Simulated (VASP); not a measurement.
Given:

```xyz
5
Lattice="3.9890 0.0000 0.0000 0.0000 3.9890 0.0000 0.0000 0.0000 3.9890" Properties=species:S:1:pos:R:3 pbc="T T T"
Sr     0.0000     0.0000     0.0000
Ti     1.9945     1.9945     1.9945
O      1.9945     0.0000     1.9945
O      0.0000     1.9945     1.9945
O      1.9945     1.9945     0.0000
```

These are PBE GGA, VASP's PBE PAW potentials (set 64) (plane waves; VASP) values and carry that method's errors. Numerical set-up: 400 eV cut-off, 6×6×6 Γ-centred mesh, Fermi-Dirac smearing of 0.020 eV, potentials Sr_sv Ti_sv O.

At this cut-off the stress carries a Pulay error, which pulls relaxed volumes low.

**Question.** Predict the energy per atom (σ→0), pressure, band gap (on the k-mesh) with the smallest direct gap where there is one.

**Answer.** 
```
Item                                          Value
-----------------------------------  --------------
band gap (on the k-mesh)                    1.73 eV
smallest direct gap (on the k-mesh)         2.12 eV
energy per atom (σ→0)                -8022 meV/atom
pressure                                 -10.50 GPa
```

Only differences to runs with the same potentials and settings are physical.

The structure is a typed SrTiO3 crystal (Pm-3m). The cell was not relaxed at this level.
